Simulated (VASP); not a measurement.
The input files of a VASP run:

INCAR:
```
SYSTEM  =  AlP
LASPH  =  .TRUE.   ! aspherical one-centre terms
ISIF  =  2
ENCUT  =  300   ! plane-wave cut-off (eV)
LREAL  =  Auto   ! projection in real space or not
ALGO  =  Normal   ! blocked Davidson
LWAVE  =  .FALSE.
LCHARG  =  .FALSE.
EDIFF  =  1E-6
ISMEAR  =  1   ! Methfessel-Paxton
NELM  =  100   ! most electronic steps
PREC  =  Accurate
SIGMA  =  0.2
```

**KPOINTS**
```
Automatic mesh
0
Gamma
  5 4 1
0 0 0
```

POSCAR:
```
AlP
1
    5.4729700000     0.0000000000     0.0000000000
    0.0000000000     7.7399480000     0.0000000000
    0.0000000000     0.0000000000    17.8050000000
Al P
8 8
Direct
  0.0044410000   0.6268350000   0.4492470000
  0.5079140000   0.3700630000   0.3381210000
 -0.0194920000   0.1192900000   0.4417030000
  0.5036830000   0.8737390000   0.3366900000
 -0.0046420000   0.1273190000   0.6534160000
  0.5072260000   0.8736220000   0.5536970000
 -0.0205120000   0.6143000000   0.6629750000
  0.4771200000   0.3707800000   0.5526140000
  0.2693520000   0.1422960000   0.3406700000
  0.7424470000   0.3748060000   0.4479360000
  0.2446330000   0.6186180000   0.3339030000
  0.7440740000   0.8812220000   0.4506470000
  0.2805090000   0.6279620000   0.5547420000
  0.7618640000   0.8586970000   0.6691730000
  0.2527080000   0.1306080000   0.5514030000
  0.7486760000   0.3898440000   0.6630640000
```

POTCAR, in this order: Al P (LDA.64 set). Program: vasp_std.

**Question.** Write an equivalent input for Quantum ESPRESSO's pw.x.

**Answer.** One equivalent input (not run):
```
&CONTROL
  calculation = 'scf'
  pseudo_dir = './pseudo'
  outdir = './out'
  tprnfor = .true.
  tstress = .true.
/
&SYSTEM
  ibrav = 0
  nat = 16
  ntyp = 2
  ecutwfc = 48
  occupations = 'smearing'
  smearing = 'methfessel-paxton'
  degauss = 0.0147
  input_dft = 'pz'
/
&ELECTRONS
  conv_thr = 7.3e-08
  electron_maxstep = 100
/
ATOMIC_SPECIES
  Al 26.982 Al.upf
  P 30.974 P.upf
CELL_PARAMETERS angstrom
     5.4729700    0.0000000    0.0000000
     0.0000000    7.7399480    0.0000000
     0.0000000    0.0000000   17.8050000
ATOMIC_POSITIONS crystal
  Al   0.0044410  0.6268350  0.4492470
  Al   0.5079140  0.3700630  0.3381210
  Al  -0.0194920  0.1192900  0.4417030
  Al   0.5036830  0.8737390  0.3366900
  Al  -0.0046420  0.1273190  0.6534160
  Al   0.5072260  0.8736220  0.5536970
  Al  -0.0205120  0.6143000  0.6629750
  Al   0.4771200  0.3707800  0.5526140
  P    0.2693520  0.1422960  0.3406700
  P    0.7424470  0.3748060  0.4479360
  P    0.2446330  0.6186180  0.3339030
  P    0.7440740  0.8812220  0.4506470
  P    0.2805090  0.6279620  0.5547420
  P    0.7618640  0.8586970  0.6691730
  P    0.2527080  0.1306080  0.5514030
  P    0.7486760  0.3898440  0.6630640
K_POINTS automatic
  5 4 1 0 0 0
```
The two are equivalent in intent, not identical: the potentials are each code's own (VASP's PAW set, PseudoDojo norm-conserving files in pw.x), so ENCUT and ecutwfc are chosen apart and not converted; conv_thr bounds pw.x's estimated SCF error, while EDIFF bounds the energy change between steps.

The cell is a sheet with vacuum, built from a database entry that may be metastable or hypothetical.
